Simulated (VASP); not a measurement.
Cd4TeO3:

```
Cd Te O
1.0
     5.48456   -0.01515   -0.04880
    -0.01515    5.53634    0.01779
    -0.04880    0.01779    5.57721
Cd Te O
4 1 3
Direct
  0.71486 0.70467 0.28062
  0.29356 0.72150 0.72402
  0.28687 0.28407 0.28142
  0.70498 0.28466 0.69512
  0.98915 0.00313 0.00038
  0.50849 0.99873 0.50177
  0.00788 0.50276 0.51358
  0.49647 0.50492 0.99886
```

The cell was built by a generator and needn't be a form met in nature.

- Program: VASP 6.6.1
- Task: relaxation of cell and atoms
- Functional: PBE
- Potentials or basis: VASP PAW PBE potentials, release 64 (Cd, Te, O)
- Cutoff: 520 eV
- k mesh: 4 × 4 × 4
- Occupations: gaussian, width 0.15 eV
- Spin: no spin polarisation

At the start: pressure -1.1 GPa; volume 21.17 Å³/atom.

Q: Where does the relaxation end?

A: Over 16 steps the energy falls by 14.0 meV/atom and the volume is 20.76 Å³/atom (-1.9 %); space group Cm (No. 8, to 0.05 Å).

The path:
```tsv
step	energy change (eV)	largest force (eV/Å)	pressure (GPa)	volume (Å³)
1	0.0000	0.7324	-1.11	169.33
2	-0.0816	0.3341	0.16	165.74
3	-0.0869	0.2236	0.64	164.63
4	-0.1009	0.1260	0.04	166.15
5	-0.1026	0.1009	-0.36	166.99
6	-0.1063	0.0949	0.00	166.28
7	-0.1065	0.1040	0.05	166.10
8	-0.1085	0.0582	0.04	166.13
9	-0.1095	0.0523	0.03	166.15
10	-0.1093	0.1393	-0.01	166.20
11	-0.1098	0.0765	0.01	166.17
12	-0.1111	0.0409	-0.03	166.24
13	-0.1112	0.0460	-0.04	166.26
14	-0.1112	0.0689	-0.05	166.30
15	-0.1112	0.0548	-0.04	166.27
16	-0.1119	0.0290	0.04	166.08
```

Final structure:
```cif
data_structure
_symmetry_space_group_name_H-M 'P 1'
_symmetry_Int_Tables_number 1
_cell_length_a 5.4929
_cell_length_b 5.4985
_cell_length_c 5.4992
_cell_angle_alpha 90.615
_cell_angle_beta 89.739
_cell_angle_gamma 90.037
_cell_volume 166.08
loop_
_atom_site_label
_atom_site_type_symbol
_atom_site_fract_x
_atom_site_fract_y
_atom_site_fract_z
_atom_site_occupancy
Cd1 Cd 0.71813 0.71037 0.28538 1
Cd2 Cd 0.28668 0.71920 0.71923 1
Cd3 Cd 0.28763 0.28327 0.28331 1
Cd4 Cd 0.71577 0.28616 0.71030 1
Te1 Te 0.99289 0.00414 0.00049 1
O1 O 0.49964 0.99931 0.49785 1
O2 O 0.00250 0.50164 0.50086 1
O3 O 0.49903 0.50035 0.99837 1
```
